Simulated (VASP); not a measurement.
These are r2SCAN meta-GGA, VASP's PBE PAW potentials (set 64) (plane waves; VASP) values and carry that method's errors.

A VASP calculation is set up with these files.

File POSCAR:
```
CuAu
1
    2.8719857867     0.0000000000     0.0000000000
    0.0000000000     2.8719857867     0.0000000000
    0.0000000000     0.0000000000     3.5307422355
Cu Au
1 1
Direct
  0.0000000000   0.0000000000   0.0000000000
  0.5000000000   0.5000000000   0.5000000000
```

KPOINTS:
```
K-points
0
Gamma
 13 13 10
```

### INCAR
```
! general
SYSTEM  = CuAu
PREC    = Accurate
ENCUT   = 520   ! plane-wave cut-off (eV)
LREAL   = .FALSE.   ! projection in real space or not
LASPH   = .TRUE.

! electronic loop
EDIFF   = 1E-7
NELM    = 100   ! most electronic steps
ALGO    = Normal   ! blocked Davidson
LMAXMIX = 6   ! l cut-off of mixed one-centre charges
LMIXTAU = .TRUE.

! smearing
ISMEAR  = 1   ! Methfessel-Paxton
SIGMA   = 0.1

! functional
METAGGA = R2SCAN

! ions
IBRION  = 2   ! conjugate gradients
NSW     = 30   ! most ionic steps
ISIF    = 4   ! ions and shape, fixed volume
EDIFFG  = -0.01   ! ionic stop

! output
LWAVE   = .FALSE.
LCHARG  = .FALSE.
```

POTCAR, in this order: Cu Au (PBE.64 set). Program: vasp_std.

What VASP printed:

**OSZICAR**
```
       N       E                     dE             d eps       ncg     rms          rms(c)
DAV:   1     0.752593737448E+02    0.75259E+02   -0.11823E+04  5280   0.216E+03
DAV:   2    -0.630066136683E+02   -0.13827E+03   -0.13207E+03  5222   0.342E+02
DAV:   3    -0.678239063457E+02   -0.48173E+01   -0.47462E+01  6323   0.754E+01
DAV:   4    -0.678773798541E+02   -0.53474E-01   -0.53462E-01  5740   0.672E+00
DAV:   5    -0.678792177386E+02   -0.18379E-02   -0.18379E-02  7617   0.137E+00    0.118E+01
DAV:   6    -0.621114182407E+02    0.57678E+01   -0.15052E+01  5195   0.105E+02    0.681E+00
DAV:   7    -0.615563550319E+02    0.55506E+00   -0.40206E+00  5852   0.977E+01    0.563E+00
DAV:   8    -0.615330117747E+02    0.23343E-01   -0.18548E-01  7690   0.105E+01    0.302E+00
DAV:   9    -0.615361511568E+02   -0.31394E-02   -0.44052E-02  6566   0.405E+00    0.375E-01
DAV:  10    -0.615358366741E+02    0.31448E-03   -0.14882E-02  6044   0.188E+00    0.791E-02
DAV:  11    -0.615375800047E+02   -0.17433E-02   -0.47378E-03  5639   0.122E+00    0.862E-02
DAV:  12    -0.615382784627E+02   -0.69846E-03   -0.62057E-04  6712   0.347E-01    0.457E-02
DAV:  13    -0.615382892827E+02   -0.10820E-04   -0.19398E-04  6606   0.325E-01    0.762E-03
DAV:  14    -0.615383120177E+02   -0.22735E-04   -0.15403E-05  5483   0.523E-02    0.205E-03
DAV:  15    -0.615383125030E+02   -0.48538E-06   -0.46957E-07  6281   0.759E-03    0.147E-03
DAV:  16    -0.615383125426E+02   -0.39512E-07   -0.46502E-07  6070   0.890E-03
   1 F= -.61538313E+02 E0= -.61538477E+02  d E =-.615383E+02
       N       E                     dE             d eps       ncg     rms          rms(c)
DAV:   1    -0.615386030044E+02   -0.29050E-03   -0.12641E-02  5509   0.109E+00    0.988E-02
DAV:   2    -0.615384353180E+02    0.16769E-03   -0.19796E-04  7249   0.319E-01    0.582E-02
DAV:   3    -0.615384056792E+02    0.29639E-04   -0.17817E-04  6745   0.414E-01    0.331E-02
DAV:   4    -0.615383997483E+02    0.59308E-05   -0.66334E-05  6222   0.292E-01    0.749E-03
DAV:   5    -0.615384013779E+02   -0.16295E-05   -0.47144E-06  5794   0.234E-02    0.507E-03
DAV:   6    -0.615384009079E+02    0.47000E-06   -0.22453E-06  5568   0.158E-02    0.206E-03
DAV:   7    -0.615384019057E+02   -0.99781E-06   -0.67265E-07  5518   0.815E-03    0.469E-04
DAV:   8    -0.615384019109E+02   -0.52305E-08   -0.20811E-08  3031   0.228E-03
   2 F= -.61538402E+02 E0= -.61538579E+02  d E =-.893684E-04
       N       E                     dE             d eps       ncg     rms          rms(c)
DAV:   1    -0.615404992128E+02   -0.20973E-02   -0.11398E-01  5460   0.329E+00    0.297E-01
DAV:   2    -0.615389780734E+02    0.15211E-02   -0.17921E-03  7226   0.969E-01    0.176E-01
DAV:   3    -0.615387321242E+02    0.24595E-03   -0.16433E-03  6700   0.125E+00    0.101E-01
DAV:   4    -0.615386590642E+02    0.73060E-04   -0.60851E-04  6186   0.889E-01    0.225E-02
DAV:   5    -0.615386749171E+02   -0.15853E-04   -0.41728E-05  5732   0.679E-02    0.156E-02
DAV:   6    -0.615386691989E+02    0.57182E-05   -0.18594E-05  5520   0.462E-02    0.638E-03
DAV:   7    -0.615386783295E+02   -0.91306E-05   -0.62724E-06  5504   0.252E-02    0.150E-03
DAV:   8    -0.615386783941E+02   -0.64660E-07   -0.23323E-07  5633   0.699E-03
   3 F= -.61538678E+02 E0= -.61538900E+02  d E =-.365852E-03
       N       E                     dE             d eps       ncg     rms          rms(c)
DAV:   1    -0.615464148226E+02   -0.77365E-02   -0.45817E-01  5432   0.660E+00    0.600E-01
DAV:   2    -0.615401674301E+02    0.62474E-02   -0.71839E-03  7189   0.195E+00    0.356E-01
DAV:   3    -0.615391684389E+02    0.99899E-03   -0.68924E-03  6705   0.257E+00    0.208E-01
DAV:   4    -0.615388338882E+02    0.33455E-03   -0.25348E-03  6152   0.183E+00    0.463E-02
DAV:   5    -0.615389056915E+02   -0.71803E-04   -0.16608E-04  5695   0.137E-01    0.333E-02
DAV:   6    -0.615388773809E+02    0.28311E-04   -0.69174E-05  5536   0.939E-02    0.132E-02
DAV:   7    -0.615389154828E+02   -0.38102E-04   -0.26442E-05  5455   0.526E-02    0.326E-03
DAV:   8    -0.615389157611E+02   -0.27826E-06   -0.11036E-06  6155   0.156E-02    0.193E-03
DAV:   9    -0.615389159546E+02   -0.19348E-06   -0.18581E-07  4690   0.585E-03    0.692E-04
DAV:  10    -0.615389159008E+02    0.53803E-07   -0.55400E-08  3521   0.335E-03
   4 F= -.61538916E+02 E0= -.61539056E+02  d E =-.603358E-03
```

### OUTCAR
```
------------------------ aborting loop because EDIFF is reached ----------------------------------------
  FORCE on cell =-STRESS in cart. coord.  units (eV):
  Direction    XX          YY          ZZ          XY          YZ          ZX
  --------------------------------------------------------------------------------------
  Total        0.0054298      0.0054298      0.0182775      0.0000000      0.0000000      0.0000000
  in kB        0.2987175      0.2987175      1.0055352      0.0000000      0.0000000      0.0000000
  external PRESSURE =       0.5343234 kB  Pullay stress =       0.0000000 kB
  volume of cell :       29.12
      direct lattice vectors                 reciprocal lattice vectors
     2.889125321  0.000000000  0.000000000     0.346125519  0.000000000  0.000000000
     0.000000000  2.889125321 -0.000000000     0.000000000  0.346125519  0.000000000
    -0.000000000  0.000000000  3.488974733    -0.000000000  0.000000000  0.286617152
 POSITION                                       TOTAL-FORCE (eV/Angst)
 -----------------------------------------------------------------------------------
      0.00000      0.00000      0.00000        -0.000000      0.000000      0.000000
      1.44456      1.44456      1.74449         0.000000      0.000000      0.000000
 -----------------------------------------------------------------------------------
    total drift:                                0.000000      0.000000     -0.000000
  FREE ENERGIE OF THE ION-ELECTRON SYSTEM (eV)
  ---------------------------------------------------
  free  energy   TOTEN  =       -61.5389159008 eV

  energy  without entropy=      -61.5393359314  energy(sigma->0) =      -61.53905591

 reached required accuracy - stopping structural energy minimisation
```
(Selected blocks of OUTCAR.)

CONTCAR:
```
CuAu
   1.00000000000000
     2.8891253206127501    0.0000000000000000    0.0000000000000000
     0.0000000000000000    2.8891253206127501   -0.0000000000000001
    -0.0000000000000000    0.0000000000000000    3.4889747326991585
  Cu              Au
     1     1
Direct
     0.0000000000000000    0.0000000000000000    0.0000000000000000
     0.5000000000000000    0.5000000000000000    0.5000000000000000
```

The compound is CuAu in the L1_0 structure. This run relaxes it. Symmetry was kept, so distortions that lower it aren't found.
